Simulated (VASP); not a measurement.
These are revTPSS meta-GGA, VASP's PBE PAW potentials (set 64) (plane waves; VASP) values and carry that method's errors.

VASP input:

### INCAR
```
ALGO  =  Normal
EDIFF  =  1E-7
EDIFFG  =  -0.01
ENCUT  =  520
IBRION  =  2
ISIF  =  4
ISMEAR  =  1
LASPH  =  .TRUE.
LCHARG  =  .FALSE.
LMAXMIX  =  6
LMIXTAU  =  .TRUE.
LREAL  =  .FALSE.
LWAVE  =  .FALSE.
METAGGA  =  RTPSS
NELM  =  100
NSW  =  30
PREC  =  Accurate
SIGMA  =  0.1
SYSTEM  =  Dy
```

**KPOINTS**
```
kpoints
0
G
  12 12 7
0 0 0
```

POSCAR:
```
Dy
1.0
  1.8237734012  -3.1588679912   0.0000000000
  1.8237734012   3.1588679912   0.0000000000
  0.0000000000   0.0000000000   5.6218100422
Dy
2
Direct
  0.3333330000   0.6666670000   0.2500000000
  0.6666670000   0.3333330000   0.7500000000
```

POTCAR, in this order: Dy_3 (PBE.64 set). Program: vasp_std.

The 4f electrons are frozen in the core of the lanthanide potential, so 4f levels, which can set the real gap, and their magnetism are missing.

Task: What does the run give for the energy per atom (σ→0), band gap (on the k-mesh)?

Result: 
The energy per atom (σ→0) is 27.445 eV/atom and the band gap (on the k-mesh) is none (metal, semimetal or under 0.01 eV).

**OSZICAR**
```
...
DAV:   3     0.548882623110E+02    0.17283E-03   -0.38187E-04  2359   0.154E-01    0.611E-02
DAV:   4     0.548883179541E+02    0.55643E-04   -0.76551E-05  2381   0.816E-02    0.906E-03
DAV:   5     0.548882756092E+02   -0.42345E-04   -0.64526E-05  1996   0.815E-02    0.144E-02
DAV:   6     0.548882650729E+02   -0.10536E-04   -0.53092E-06  2121   0.194E-02    0.121E-03
DAV:   7     0.548882649234E+02   -0.14947E-06   -0.48645E-07  2913   0.588E-03    0.164E-03
DAV:   8     0.548882647628E+02   -0.16061E-06   -0.15790E-07  1853   0.320E-03    0.972E-04
DAV:   9     0.548882647001E+02   -0.62681E-07   -0.16034E-08  1068   0.140E-03
   3 F= 0.54888265E+02 E0= 0.54889131E+02  d E =-.882729E-03
```

The compound is Dy in the hcp structure. This cell is one point of a volume scan, at 1.06 of the reference volume. Symmetry was kept, so distortions that lower it aren't found.
